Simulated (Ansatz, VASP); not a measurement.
# Cross-check of Ru (Ruthenium) between VASP and Ansatz, part 2 of 2

One calculation is typed for both programs; each brings its own data sets. How far apart do they land? The cell is taken from a series of runs on this material, whose earlier steps may have relaxed, scaled, displaced or heated it; both programs get it as it stands.

VASP 6.6.1 and Ansatz 0.2.0.

So far: The starting structure; Ansatz: zone-centre phonons, LDA; VASP: zone-centre phonons, LDA.

## Step 3: VASP: zone-centre phonons, LDA (continued)

Level of this step: LDA; plane waves and PAW (Ru_pv) (VASP).

Numbers of over 12 decimals in the logs are rounded to 6 here.

Parts of OUTCAR (step 3):

```text
ion  position               nearest neighbor table
   1  0.333  0.667  0.250-   2 2.66   2 2.66   2 2.66   2 2.66   2 2.66   2 2.66
   2  0.667  0.333  0.750-   1 2.66   1 2.66   1 2.66   1 2.66   1 2.66   1 2.66

  LATTYP: Found a hexagonal cell.
 ALAT       =     2.6576900432
 C/A-ratio  =     1.6370111583

 Subroutine GETGRP returns: Found 24 space group operations
 (whereof 12 operations were pure point group operations)

The static configuration has the point symmetry D_3d.
 The point group associated with its full space group is D_6h.

 Found    259 irreducible k-points:

   k-points           NKPTS =    259   k-points in BZ     NKDIM =    259   number of bands    NBANDS=     20

   dimension x,y,z NGX =    20 NGY =   20 NGZ =   32
   dimension x,y,z NGXF=    40 NGYF=   40 NGZF=   64

   ENCUT  =  500.0 eV  36.75 Ry    6.06 a.u.   4.85  4.85  7.93*2*pi/ulx,y,z

   NELECT =      28.0000    total number of electrons

 k-points in reciprocal lattice and weights: Automatic mesh
   0.00000000  0.00000000  0.00000000       0.000
   0.05555556 -0.00000000  0.00000000       0.002
   0.11111111 -0.00000000  0.00000000       0.002
   0.16666667  0.00000000  0.00000000       0.002
   0.22222222 -0.00000000  0.00000000       0.002
   0.27777778 -0.00000000  0.00000000       0.002
   0.33333333 -0.00000000  0.00000000       0.002
   0.38888889  0.00000000  0.00000000       0.002
   0.44444444 -0.00000000  0.00000000       0.002
[...]
0.33333333  0.27777778  0.50000000       0.003
   0.33333333  0.33333333  0.50000000       0.001

 average (electrostatic) potential at core
       1 -67.1125       2 -67.1125

  Total        0.1431863      0.1431863     -2.7766092     -0.0000000      0.0000000      0.0000000
  in kB        8.6201910      8.6201910   -167.1591218     -0.0000000      0.0000000      0.0000000
  external PRESSURE =     -49.9729133 kB  Pullay stress =       0.0000000 kB

  energy-cutoff  :      500.00
  volume of cell :       26.61
      direct lattice vectors                 reciprocal lattice vectors
     2.657690043  0.000000000  0.000000000     0.376266601  0.217237624  0.000000000
    -1.328845022  2.301627093  0.000000000     0.000000000  0.434475247  0.000000000
     0.000000000  0.000000000  4.350668256     0.000000000  0.000000000  0.229849747

 POSITION                                       TOTAL-FORCE (eV/Angst)
 -----------------------------------------------------------------------------------
     -0.00000      1.53442      1.08767        -0.000000      0.000000      0.000000
      1.32885      0.76721      3.26300         0.000000      0.000000      0.000000
 -----------------------------------------------------------------------------------
    total drift:                               -0.000000      0.000000     -0.000000

 Eigenvectors and eigenvalues of the dynamical matrix
 ----------------------------------------------------

   1 f  =    7.111889 THz    44.685317 2PiTHz  237.227084 cm-1    29.412397 meV
             X         Y         Z           dx          dy          dz
     -0.000000  1.534418  1.087667     0.000000    0.000000   -0.707107
      1.328845  0.767209  3.263001    -0.000000    0.000000    0.707107

   2 f  =    5.891106 THz    37.014908 2PiTHz  196.506129 cm-1    24.363644 meV
             X         Y         Z           dx          dy          dz
     -0.000000  1.534418  1.087667    -0.000000    0.707107    0.000000
      1.328845  0.767209  3.263001    -0.000000   -0.707107    0.000000

   3 f  =    5.891106 THz    37.014908 2PiTHz  196.506129 cm-1    24.363644 meV
             X         Y         Z           dx          dy          dz
     -0.000000  1.534418  1.087667    -0.707107   -0.000000   -0.000000
      1.328845  0.767209  3.263001     0.707107   -0.000000    0.000000

   4 f  =    0.000000 THz     0.000000 2PiTHz    0.000000 cm-1     0.000000 meV
             X         Y         Z           dx          dy          dz
     -0.000000  1.534418  1.087667     0.707107    0.000000    0.000000
      1.328845  0.767209  3.263001     0.707107    0.000000    0.000000

   5 f  =    0.000000 THz     0.000000 2PiTHz    0.000000 cm-1     0.000000 meV
             X         Y         Z           dx          dy          dz
     -0.000000  1.534418  1.087667    -0.000000    0.707107    0.000000
      1.328845  0.767209  3.263001     0.000000    0.707107    0.000000

   6 f  =    0.000000 THz     0.000000 2PiTHz    0.000000 cm-1     0.000000 meV
             X         Y         Z           dx          dy          dz
     -0.000000  1.534418  1.087667    -0.000000   -0.000000    0.707107
      1.328845  0.767209  3.263001     0.000000    0.000000    0.707107

 ELASTIC MODULI CONTR FROM IONIC RELAXATION (kBar)
 Direction    XX          YY          ZZ          XY          YZ          ZX
 --------------------------------------------------------------------------------
 XX         -65.2791     65.2791      0.0000      0.0000     -0.0000     -0.0000
 YY          65.2791    -65.2791     -0.0000      0.0000      0.0000      0.0000
 ZZ           0.0000     -0.0000     -0.0000      0.0000     -0.0000     -0.0000
 XY           0.0000      0.0000      0.0000    -65.2791      0.0000      0.0000
 YZ          -0.0000      0.0000     -0.0000      0.0000     -0.0000     -0.0000
 ZX          -0.0000      0.0000     -0.0000      0.0000     -0.0000     -0.0000
 --------------------------------------------------------------------------------
```

## Step 4: Differences

Known differences besides the potentials themselves: the two LDA forms differ slightly; the data sets hold 32 valence electrons in Ansatz (on its PAW soft_1 files) and 28 in VASP; the cutoff is 420 eV in Ansatz and 500 eV in VASP; VASP's log shows a relativistic correction to its local exchange, Ansatz's none. Total energies have different zeros and are not compared.

The two programs side by side:

```tsv
quantity	Ansatz	VASP	difference
optical mode 1 to 2 (cm⁻¹)	196.4	196.5	-0.05 %
optical mode 3 (cm⁻¹)	234.9	237.2	-0.99 %
```

Modes are paired by rising frequency, not by their patterns, so a pair may set unlike modes beside each other; they are those without the splitting of longitudinal modes.

## Step 5: Outcome

| Property | Result |
| --- | --- |
| r.m.s. difference of the optical zone-centre modes, each program's sorted by frequency (zone-centre phonons, LDA) | 1.4 cm⁻¹ |
| difference in optical mode 3 (zone-centre phonons, LDA) | -1.0 % |

The r.m.s. difference of the optical zone-centre modes, each program's sorted by frequency is 1.4 cm⁻¹ (zone-centre phonons, LDA). The data sets hold unlike numbers of valence electrons (32 in Ansatz and 28 in VASP), so part of the differences comes from the potentials. Among the rows given in per cent, the largest difference of the zone-centre phonons, LDA pair is in optical mode 3, -1.0 %. How closely two codes agree says nothing of how well the functional describes the real material.

[Lines on the potential files, build, host, timing and source positions are cut from VASP's logs without a mark.]

[Logs are printed without paths, hosts, clocks, repeated set-up lines and the standing remarks that a program may print on its own settings, such as how far it seeks lower states.]

[Hosts, paths, dates, database ids (printed as entryN), source tags and the programs' standing remarks are cut or masked in the printed files.]
